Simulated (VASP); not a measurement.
Input:

```yaml
crystal:
  lattice:
    - [3.63876, 0.00000, 0.00000]
    - [-1.81938, 3.15126, 0.00000]
    - [0.00000, 0.00000, 21.53347]
  atoms:
    - { symbol: S, position: [0.66667, 0.33333, 0.43284] }
    - { symbol: S, position: [0.33333, 0.66667, 0.56716] }
    - { symbol: Hf, position: [0.00000, 0.00000, 0.50000] }
```

Method: PBE GGA, VASP's PBE PAW potentials (set 64) (plane waves; VASP). Settings: PREC = Normal, 400 eV cut-off, 12×12×1 Γ-centred mesh, Gaussian smearing of 0.050 eV, potentials S Hf_pv.

Unless said otherwise, spin-orbit coupling is left out, though it shifts the bands of the heavy elements here.

Q: Estimate the energy per atom (σ→0), band gap (on the k-mesh) with the smallest direct gap where there is one.

A: 
band gap (on the k-mesh): 1.30 eV
smallest direct gap (on the k-mesh): 2.09 eV
energy per atom (σ→0): -7.641 eV/atom

The absolute energy has meaning only against runs of the same code, potentials and settings.

The cell is a sheet with vacuum, built from HfS2 (1T layered).
